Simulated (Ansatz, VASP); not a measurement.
**One calculation of InCo2N2, two programs**

```
In Co N
1.0
     2.70766   -1.56994    0.00000
     2.70766    1.56994    0.00000
    -1.93917    0.00000    7.49404
In Co N
1 2 2
Direct
  0.50000 0.50000 0.50000
  0.62734 0.62734 0.89189
  0.37266 0.37266 0.10811
  0.72262 0.72262 0.15501
  0.27738 0.27738 0.84499
```

Change from the starting cell: volume scaled by 0.98.

Alike in both runs: task single point; functional PBE; k mesh 10 × 10 × 4; occupations fermi-dirac, width 0.05 eV; collinear spin, ferromagnetic start.

```csv
,VASP,Ansatz
version,VASP 6.6.1,Ansatz 0.2.0
potentials or method,"VASP PAW PBE potentials, release 64 (In_d, Co, N)",Ansatz PAW
plane-wave cutoff (eV),520,420
valence electrons in the cell,41,57
```

Ansatz gave:

| Property | Result |
| --- | --- |
| gap on the k mesh at the Fermi level (eV) | none |
| pressure (GPa) | 3.1 |
| largest component of the traceless stress (GPa) | 0.65 |
| rms of the force components (eV/Å) | 0.068 |
| net moment per atom (μB) | 0.08 |
| size of the moment on the site where the two differ most (μB) | 0.17 |

Question: Which values does VASP return?

Answer: gap on the k mesh at the Fermi level (eV): none; pressure (GPa): 3.1; largest component of the traceless stress (GPa): 0.78; rms of the force components (eV/Å): 0.073; net moment per atom (μB): 0.08; size of the moment on the site where the two differ most (μB): 0.17.

Site moments also hang on the region over which each program counts them. Atom by atom the forces differ by 0.012 eV/Å (rms over components). A gap of «none» marks a metal or a gap that the smearing closes. The two sets of potentials don't hold the same shells in valence.

Caveats: the pressure holds a Pulay correction of +0.4 GPa for the finite cutoff (Ansatz).
